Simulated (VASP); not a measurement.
**Quasiparticle energies of CuI (Marshite) in VASP**

Aim: the quasiparticle gap of CuI (Marshite), and what it costs to get it. The cell is of the zinc-blende type, one of the forms listed for this formula. The start is a cell from a database of measured crystal structures.

Main program and level: VASP 6.6.1; PBE; plane waves and PAW (Cu_GW, I_GW), in the first sound run; inputs show where later runs differ.

The database entry behind the starting cell differs from later determinations by our own check (about 0.15 % long (mineral sample)), so it need not match the best structure at ambient conditions.

## 1. Set-up

It takes space group F-43m (No. 216, cubic). Conventional cell: a = 6.063 Å, b = 6.063 Å, c = 6.063 Å, α = 90.00°, β = 90.00°, γ = 90.00°. Nearest to Cu lie 4 I at 2.63 Å. I has 4 Cu at 2.63 Å nearest. Farther neighbours and most contacts between anions are not listed.

Structure file:

```cif
data_structure
_symmetry_space_group_name_H-M 'F-43m'
_symmetry_Int_Tables_number 216
_cell_length_a 6.0630
_cell_length_b 6.0630
_cell_length_c 6.0630
_cell_angle_alpha 90.000
_cell_angle_beta 90.000
_cell_angle_gamma 90.000
_cell_volume 222.88
loop_
_atom_site_label
_atom_site_type_symbol
_atom_site_symmetry_multiplicity
_atom_site_Wyckoff_symbol
_atom_site_fract_x
_atom_site_fract_y
_atom_site_fract_z
_atom_site_occupancy
Cu1 Cu 4 d 0.25000 0.25000 0.75000 1
I1 I 4 a 0.00000 0.00000 0.00000 1
```

## 2. Ground state

The orbitals come from a self-consistent PBE run with a tight EDIFF and a narrow smearing. KPOINTS_OPT adds the bands along a path, which shows whether the mesh holds the band edges.

Input file INCAR:

```
SYSTEM = CuI
PREC = Accurate
ENCUT = 440
EDIFF = 1E-08
NELM = 100
ISMEAR = 0
SIGMA = 0.01
LREAL = .FALSE.
ALGO = Normal
GGA = PE
NBANDS = 15
LORBIT = 11
LWAVE = .TRUE.
LCHARG = .FALSE.
KPAR = 8
```

Input file POSCAR:

```
CuI
1.0
    0.0000000000      3.0315000000      3.0315000000
    3.0315000000      0.0000000000      3.0315000000
    3.0315000000      3.0315000000      0.0000000000
Cu I
1 1
Direct
    0.2500000000      0.2500000000      0.2500000000
    0.0000000000      0.0000000000      0.0000000000
```

Input file KPOINTS:

```
Automatic mesh
0
Gamma
6 6 6
0 0 0
```

Input file KPOINTS_OPT:

```
Line mode
12
Line-mode
Reciprocal
  0.00000000   0.00000000   0.00000000 GAMMA
  0.50000000   0.00000000   0.50000000 X

  0.50000000   0.00000000   0.50000000 X
  0.50000000   0.25000000   0.75000000 W

  0.50000000   0.25000000   0.75000000 W
  0.37500000   0.37500000   0.75000000 K

  0.37500000   0.37500000   0.75000000 K
  0.00000000   0.00000000   0.00000000 GAMMA

  0.00000000   0.00000000   0.00000000 GAMMA
  0.50000000   0.50000000   0.50000000 L

  0.50000000   0.50000000   0.50000000 L
  0.62500000   0.25000000   0.62500000 U

  0.62500000   0.25000000   0.62500000 U
  0.50000000   0.25000000   0.75000000 W

  0.50000000   0.25000000   0.75000000 W
  0.50000000   0.50000000   0.50000000 L

  0.50000000   0.50000000   0.50000000 L
  0.37500000   0.37500000   0.75000000 K

  0.62500000   0.25000000   0.62500000 U
  0.50000000   0.00000000   0.50000000 X
```

The projector-augmented-wave data sets are Cu_GW and I_GW (PBE family, release 64).

The run is started by

```
> mpirun -np 8 vasp_std
```

Log:

```text
[banner, memory and clock lines left out]
running    8 mpi-ranks, on    1 nodes
 distrk:  each k-point on    1 cores,    8 groups
 distr:  one band on    1 cores,    1 groups

 POSCAR found type information on POSCAR CuI
 POSCAR found :  2 types and       2 ions
|                                                                             |
|           W    W    AA    RRRRR   N    N  II  N    N   GGGG   !!!           |
|           W    W   A  A   R    R  NN   N  II  NN   N  G    G  !!!           |
|           W    W  A    A  R    R  N N  N  II  N N  N  G       !!!           |
|           W WW W  AAAAAA  RRRRR   N  N N  II  N  N N  G  GGG   !            |
|           WW  WW  A    A  R   R   N   NN  II  N   NN  G    G                |
|           W    W  A    A  R    R  N    N  II  N    N   GGGG   !!!           |
|                                                                             |
|     For optimal performance we recommend to set                             |
|       NCORE = 2 up to number-of-cores-per-socket                            |
|     NCORE specifies how many cores store one orbital (NPAR=cpu/NCORE).      |
|     This setting can greatly improve the performance of VASP for DFT.       |
|     The default, NCORE=1 might be grossly inefficient on modern             |
|     multi-core architectures or massively parallel machines. Do your        |
|     Unfortunately you need to use the default for GW and RPA                |
|     calculations (for HF NCORE is supported but not extensively tested      |
|     yet).                                                                   |
|                                                                             |

 LDA part: xc-table for (Slater+PW92), standard interpolation
 POSCAR, INCAR and KPOINTS ok, starting setup
 FFT: planning ... GRIDC
 FFT: planning ... GRID_SOFT
 FFT: planning ... GRID
 WAVECAR not read
 entering main loop
       N       E                     dE             d eps       ncg     rms          rms(c)
DAV:   1     0.107926617834E+03    0.10793E+03   -0.72859E+03   480   0.943E+02
DAV:   2    -0.100132386223E+01   -0.10893E+03   -0.95192E+02   558   0.255E+02
DAV:   3    -0.562681725400E+01   -0.46255E+01   -0.45682E+01   620   0.526E+01
DAV:   4    -0.577891586430E+01   -0.15210E+00   -0.15202E+00   719   0.107E+01
DAV:   5    -0.578174157946E+01   -0.28257E-02   -0.28257E-02   628   0.125E+00    0.385E+00
DAV:   6    -0.572435533619E+01    0.57386E-01   -0.27881E+00   531   0.320E+01    0.593E+00
DAV:   7    -0.557676535812E+01    0.14759E+00   -0.56716E-01   537   0.179E+01    0.186E+00
DAV:   8    -0.557693790666E+01   -0.17255E-03   -0.78724E-02   650   0.433E+00    0.472E-01
DAV:   9    -0.557410807592E+01    0.28298E-02   -0.17917E-02   644   0.262E+00    0.631E-02
DAV:  10    -0.557420244463E+01   -0.94369E-04   -0.91590E-04   620   0.364E-01    0.207E-02
DAV:  11    -0.557424016289E+01   -0.37718E-04   -0.52321E-05   631   0.611E-02    0.884E-03
DAV:  12    -0.557424317071E+01   -0.30078E-05   -0.64051E-06   631   0.213E-02    0.589E-03
DAV:  13    -0.557424317782E+01   -0.71075E-08   -0.16209E-06   755   0.173E-02    0.140E-03
DAV:  14    -0.557424314479E+01    0.33023E-07   -0.31708E-07   592   0.385E-03    0.728E-04
DAV:  15    -0.557424322430E+01   -0.79503E-07   -0.24164E-08   556   0.281E-03    0.230E-04
DAV:  16    -0.557424325056E+01   -0.26262E-07   -0.97443E-09   450   0.985E-04    0.744E-05
DAV:  17    -0.557424324723E+01    0.33338E-08   -0.18311E-09   359   0.719E-04
   1 F= -.55742432E+01 E0= -.55742432E+01  d E =-.125524E-13
 Start KPOINTS_OPT (optional k-point list driver)
k-point batch [1-16\120]
       N       E                     dE             ncg
DAV:   1     0.190503652424E+04   -0.40631E+04      480
DAV:   2     0.172166892175E+03   -0.17329E+04      551
DAV:   3     0.964939801176E+02   -0.75673E+02      648
DAV:   4     0.938785183179E+02   -0.26155E+01      759
DAV:   5     0.938494796997E+02   -0.29039E-01      648
DAV:   6     0.938486130020E+02   -0.86670E-03      763
DAV:   7     0.938486038482E+02   -0.91537E-05      687
DAV:   8     0.938486034884E+02   -0.35986E-06      758
DAV:   9     0.938486034852E+02   -0.31184E-08      551
[...]
k-point batch [113-120\120]
       N       E                     dE             ncg
DAV:   1     0.543355016253E+04   -0.34612E+04      248
DAV:   2     0.462664708298E+04   -0.80690E+03      261
DAV:   3     0.459672386930E+04   -0.29923E+02      345
DAV:   4     0.459563649800E+04   -0.10874E+01      362
DAV:   5     0.459562606129E+04   -0.10437E-01      331
DAV:   6     0.459562579312E+04   -0.26816E-03      367
DAV:   7     0.459562578973E+04   -0.33967E-05      331
DAV:   8     0.459562578959E+04   -0.13119E-06      374
DAV:   9     0.459562578959E+04   -0.95952E-09      274
 writing wavefunctions
```

Run time: 5.8 s. Hardware: 8 MPI ranks of Intel Xeon 6975P-C (Granite Rapids), shared host; peak memory 1.4 GiB.

The logs omit lines about the potential files and the build; timing stands in the text.

OUTCAR, selected parts (step 2):

```text
ion  position               nearest neighbor table
   1  0.250  0.250  0.250-   2 2.63   2 2.63   2 2.63   2 2.63
   2  0.000  0.000  0.000-   1 2.63   1 2.63   1 2.63   1 2.63

  LATTYP: Found a face centered cubic cell.
 ALAT       =     6.0630000000

 Subroutine GETGRP returns: Found 24 space group operations
 (whereof 24 operations were pure point group operations)

The static configuration has the point symmetry T_d .

 Found     16 irreducible k-points:

   k-points           NKPTS =     16   k-points in BZ     NKDIM =     16   number of bands    NBANDS=     15

   dimension x,y,z NGX =    30 NGY =   30 NGZ =   30
   dimension x,y,z NGXF=    60 NGYF=   60 NGZF=   60

   ENCUT  =  440.0 eV  32.34 Ry    5.69 a.u.   7.33  7.33  7.33*2*pi/ulx,y,z

   NELECT =      18.0000    total number of electrons

 k-points in reciprocal lattice and weights: Automatic mesh
   0.00000000  0.00000000  0.00000000       0.005
   0.16666667  0.00000000  0.00000000       0.037
   0.33333333  0.00000000  0.00000000       0.037
   0.50000000  0.00000000  0.00000000       0.019
   0.16666667  0.16666667  0.00000000       0.028
   0.33333333  0.16666667  0.00000000       0.111
   0.50000000  0.16666667  0.00000000       0.111
  -0.33333333  0.16666667  0.00000000       0.111
  -0.16666667  0.16666667  0.00000000       0.056
[...]
-0.33333333  0.33333333  0.16666667       0.111
  -0.33333333  0.50000000  0.16666667       0.056

 average (electrostatic) potential at core
       1 -54.6278       2 -92.8078

 E-fermi :   4.0128

 k-point     1 :       0.0000    0.0000    0.0000
  band No.  band energies     occupation
    ...
      5       2.1155      2.00000
      6       2.1155      2.00000
      7       3.9653      2.00000
      8       3.9653      2.00000
      9       3.9653      2.00000
     10       5.0768      0.00000
     11       8.8504      0.00000
     12       8.8504      0.00000
     13       8.8504      0.00000
     14      12.1309      0.00000
    ...

 k-point     2 :       0.1667    0.0000    0.0000
  band No.  band energies     occupation
    ...
      5       2.1067      2.00000
      6       2.1067      2.00000
      7       3.0981      2.00000
      8       3.7726      2.00000
      9       3.7726      2.00000
     10       6.0090      0.00000
     11       8.8445      0.00000
     12       9.1977      0.00000
     13       9.1978      0.00000
     14      12.7867      0.00000
    ...

 k-point     3 :       0.3333    0.0000    0.0000
  band No.  band energies     occupation
    ...
      5       2.1176      2.00000
      6       2.1176      2.00000
      7       2.4119      2.00000
      8       3.4264      2.00000
      9       3.4264      2.00000
     10       6.1937      0.00000
     11       9.4562      0.00000
     12       9.4562      0.00000
     13      10.3787      0.00000
     14      12.6177      0.00000
    ...

  Total        0.0121776      0.0121776      0.0121776      0.0000000     -0.0000000      0.0000000
  in kB        0.3501614      0.3501614      0.3501614      0.0000000     -0.0000000      0.0000000
  external PRESSURE =       0.3501614 kB  Pullay stress =       0.0000000 kB

  energy-cutoff  :      440.00
  volume of cell :       55.72
      direct lattice vectors                 reciprocal lattice vectors
     0.000000000  3.031500000  3.031500000    -0.164934851  0.164934851  0.164934851
     3.031500000  0.000000000  3.031500000     0.164934851 -0.164934851  0.164934851
     3.031500000  3.031500000  0.000000000     0.164934851  0.164934851 -0.164934851

 POSITION                                       TOTAL-FORCE (eV/Angst)
 -----------------------------------------------------------------------------------
      1.51575      1.51575      1.51575        -0.000000     -0.000000     -0.000000
      0.00000      0.00000      0.00000         0.000000      0.000000      0.000000
 -----------------------------------------------------------------------------------
    total drift:                                0.000002      0.000002      0.000002

  FREE ENERGIE OF THE ION-ELECTRON SYSTEM (eV)
  ---------------------------------------------------
  free  energy   TOTEN  =        -5.5742432472 eV

  energy  without entropy=       -5.5742432472  energy(sigma->0) =       -5.57424325

 total charge
# of ion       s       p       d       f       tot
--------------------------------------------------
    1        0.323   0.258   9.274   0.003   9.859
    2        1.595   3.095   0.069   0.000   4.759
--------------------------------------------------
tot          1.917   3.353   9.343   0.003  14.618

[... 3 further parts left out ...]
```

This step gave:

```yaml
free_energy_toten: -5.574 eV
fermi_energy: 4.013 eV
pressure: 0.03502 GPa
least_gap_on_mesh_and_path: 1.112 eV
least_direct_gap_on_mesh_and_path: 1.112 eV
```

The highest empty bands on the path are converged less tightly, to about 0.1 eV. Electronic bands along the path, in eV, zero at the valence-band top; v1 is the highest filled band, c1 the lowest empty one:

| point | v4 | v3 | v2 | v1 | c1 | c2 | c3 | c4 |
| --- | --- | --- | --- | --- | --- | --- | --- | --- |
| Γ | -1.85 | 0.00 | 0.00 | 0.00 | 1.11 | 4.89 | 4.89 | 4.89 |
| 0.55 of the way | -1.80 | -1.18 | -0.98 | -0.98 | 3.16 | 3.37 | 7.04 | 7.09 |
| X | -1.79 | -1.76 | -1.49 | -1.49 | 2.71 | 2.90 | 9.17 | 9.77 |
| 0.45 of the way | -1.87 | -1.77 | -1.54 | -1.36 | 3.28 | 3.41 | 7.97 | 8.14 |
| W | -1.90 | -1.77 | -1.60 | -1.26 | 4.49 | 4.66 | 6.01 | 6.39 |
| 0.45 of the way | -1.85 | -1.74 | -1.57 | -1.25 | 3.75 | 4.64 | 6.59 | 6.98 |
| K | -1.82 | -1.71 | -1.51 | -1.24 | 3.09 | 4.62 | 7.55 | 7.87 |
| 0.55 of the way | -1.83 | -1.24 | -0.95 | -0.32 | 2.94 | 4.85 | 5.53 | 5.65 |
| Γ | -1.85 | 0.00 | 0.00 | 0.00 | 1.11 | 4.89 | 4.89 | 4.89 |
| 0.45 of the way | -1.86 | -1.17 | -0.32 | -0.32 | 2.23 | 5.26 | 5.40 | 5.40 |
| L | -1.82 | -1.78 | -0.71 | -0.71 | 2.14 | 5.42 | 5.42 | 7.39 |
| 0.45 of the way | -1.83 | -1.74 | -1.16 | -0.89 | 3.04 | 4.89 | 6.13 | 7.22 |
| U | -1.82 | -1.71 | -1.51 | -1.24 | 3.09 | 4.62 | 7.55 | 7.87 |
| 0.45 of the way | -1.84 | -1.73 | -1.56 | -1.25 | 3.57 | 4.64 | 6.79 | 7.14 |
| W | -1.90 | -1.77 | -1.60 | -1.26 | 4.49 | 4.66 | 6.01 | 6.39 |
| 0.45 of the way | -1.84 | -1.72 | -1.35 | -1.04 | 3.62 | 4.66 | 6.19 | 7.55 |
| L | -1.82 | -1.78 | -0.71 | -0.71 | 2.14 | 5.42 | 5.42 | 7.39 |
| 0.45 of the way | -1.83 | -1.74 | -1.16 | -0.89 | 3.04 | 4.89 | 6.13 | 7.22 |
| K | -1.82 | -1.71 | -1.51 | -1.24 | 3.09 | 4.62 | 7.55 | 7.87 |
| jump to U | -1.82 | -1.71 | -1.51 | -1.24 | 3.09 | 4.62 | 7.55 | 7.87 |
| 0.45 of the way | -1.79 | -1.79 | -1.48 | -1.41 | 2.89 | 3.48 | 8.33 | 8.90 |
| X | -1.79 | -1.76 | -1.49 | -1.49 | 2.71 | 2.90 | 9.17 | 9.77 |

Of the projections kept (Cu, I), the largest for each band there; the rest of the weight can lie on other orbitals:

| point | v4 | v3 | v2 | v1 | c1 | c2 | c3 | c4 |
| --- | --- | --- | --- | --- | --- | --- | --- | --- |
| Γ | Cu 0.99 | Cu 0.64 | Cu 0.64 | Cu 0.64 | Cu 0.53 | Cu 0.60 | Cu 0.60 | Cu 0.60 |
| X | Cu 0.98 | Cu 1.00 | Cu 0.93 | Cu 0.93 | Cu 0.63 | Cu 0.66 | I 0.79 | I 0.53 |
| W | Cu 0.97 | Cu 1.00 | Cu 0.99 | Cu 0.93 | I 0.53 | I 0.65 | Cu 0.58 | I 0.56 |
| K | Cu 1.00 | Cu 0.98 | Cu 0.97 | Cu 0.88 | Cu 0.62 | I 0.58 | I 0.68 | I 0.58 |
| Γ | Cu 0.99 | Cu 0.64 | Cu 0.64 | Cu 0.64 | Cu 0.53 | Cu 0.60 | Cu 0.60 | Cu 0.60 |
| L | Cu 0.99 | Cu 0.99 | Cu 0.74 | Cu 0.74 | Cu 0.62 | Cu 0.55 | Cu 0.55 | I 0.74 |

The cell has a gap of 1.11 eV on mesh and path. Spin-orbit coupling is left out, which can shift or reorder these edges.

## 3. Empty bands, functional PBE

The next step needs empty bands that the ground-state run didn't converge, so the Hamiltonian is diagonalised exactly for NBANDS bands, in a single step. LOPTICS writes the k-derivatives of the orbitals (WAVEDER), which give the long-wavelength limit of the screening.

Input file INCAR:

```
SYSTEM = CuI
PREC = Accurate
ENCUT = 440
ISMEAR = 0
SIGMA = 0.01
LREAL = .FALSE.
GGA = PE
NBANDS = 360
ALGO = Exact
NELM = 1
LWAVE = .TRUE.
LCHARG = .FALSE.
LOPTICS = .TRUE.
NEDOS = 1000
CSHIFT = 0.1
```

POSCAR is that of step 2.

KPOINTS is that of step 2.

The run is started by

```
> mpirun -np 8 vasp_std
```

Log:

```text
[banner, memory and clock lines left out]
running    8 mpi-ranks, on    1 nodes
 distrk:  each k-point on    8 cores,    1 groups
 distr:  one band on    1 cores,    8 groups

 POSCAR found type information on POSCAR CuI
 POSCAR found :  2 types and       2 ions
 [... a notice as in an earlier step ...]

 LDA part: xc-table for (Slater+PW92), standard interpolation
 found WAVECAR, reading the header
  number of bands has changed, file:    15 present:   360
  trying to continue reading WAVECAR, but it might fail
 POSCAR, INCAR and KPOINTS ok, starting setup
 FFT: planning ... GRIDC
 FFT: planning ... GRID_SOFT
 FFT: planning ... GRID
 reading WAVECAR
 random initialization beyond band           15
 the WAVECAR file was read successfully
 initial charge from wavefunction
 entering main loop
       N       E                     dE             d eps       ncg     rms          rms(c)
DIA:   1    -0.557424324768E+01   -0.55742E+01    0.00000E+00     0   0.000E+00
   1 F= -.55742432E+01 E0= -.55742432E+01  d E =-.327943E-39
 writing wavefunctions
 optical routines
 imaginary and real dielectric function
 recalculating local potential from charge density
 direction            1
 direction            2
 direction            3
```

Elapsed: 7.6 s, on 8 MPI ranks; peak memory 1.7 GiB; 56 s of CPU time.

From OUTCAR (step 3):

```text
The static configuration has the point symmetry T_d .

 Found     16 irreducible k-points:

   k-points           NKPTS =     16   k-points in BZ     NKDIM =     16   number of bands    NBANDS=    360

   NELECT =      18.0000    total number of electrons

 E-fermi :   4.0556

 k-point     1 :       0.0000    0.0000    0.0000
  band No.  band energies     occupation
    ...
      5       2.1156      2.00000
      6       2.1156      2.00000
      7       3.9653      2.00000
      8       3.9653      2.00000
      9       3.9653      2.00000
     10       5.0768      0.00000
     11       8.8504      0.00000
     12       8.8504      0.00000
     13       8.8504      0.00000
     14      12.1309      0.00000
    ...

 k-point     2 :       0.1667    0.0000    0.0000
  band No.  band energies     occupation
    ...
      5       2.1068      2.00000
      6       2.1068      2.00000
      7       3.0981      2.00000
      8       3.7726      2.00000
      9       3.7726      2.00000
     10       6.0090      0.00000
     11       8.8445      0.00000
     12       9.1977      0.00000
     13       9.1978      0.00000
     14      12.7867      0.00000
    ...

  Total        0.0119666      0.0119666      0.0119666      0.0000000      0.0000000      0.0000000
  in kB        0.3440960      0.3440960      0.3440960      0.0000000      0.0000000      0.0000000
  external PRESSURE =       0.3440960 kB  Pullay stress =       0.0000000 kB

 POSITION                                       TOTAL-FORCE (eV/Angst)
 -----------------------------------------------------------------------------------
      1.51575      1.51575      1.51575         0.000000      0.000000      0.000000
      0.00000      0.00000      0.00000        -0.000000     -0.000000     -0.000000
 -----------------------------------------------------------------------------------
    total drift:                                0.000002      0.000002      0.000002

  FREE ENERGIE OF THE ION-ELECTRON SYSTEM (eV)
  ---------------------------------------------------
  free  energy   TOTEN  =        -5.5742432477 eV

  energy  without entropy=       -5.5742432477  energy(sigma->0) =       -5.57424325

 plasma frequency squared (from intraband transitions) (eV^2)
  --------------------------------------------------------------------------------------
       0.000      -0.000      -0.000
      -0.000       0.000      -0.000
       0.000      -0.000       0.000

[... 12 parts as in an earlier step ...]
```

The gap is read on the k-mesh alone, so it is an upper bound where the band edges lie off the mesh.

Numbers from this step:

```yaml
gap_on_the_k_mesh: 1.112 eV
least_direct_gap_on_the_k_mesh: 1.112 eV
```

WAVECAR now holds 360 bands for 18 electrons. Its independent-particle dielectric tensor has xx, yy, zz = 7.5, 7.5, 7.5 on this mesh, which isn't tested for convergence in mesh or bands and lacks local fields.

[end of part 1 of 6]

[Lines on the potential files, build, host, timing and source positions are cut from VASP's logs without a mark.]

[Logs are printed without paths, hosts, clocks, repeated set-up lines and the standing remarks that a program may print on its own settings, such as how far it seeks lower states.]

[Hosts, paths, dates, database ids (printed as entryN), source tags and the programs' standing remarks are cut or masked in the printed files.]

[Pressures printed for these runs are not shown converged in the cutoff: they can be off by several GPa and have the wrong sign.]
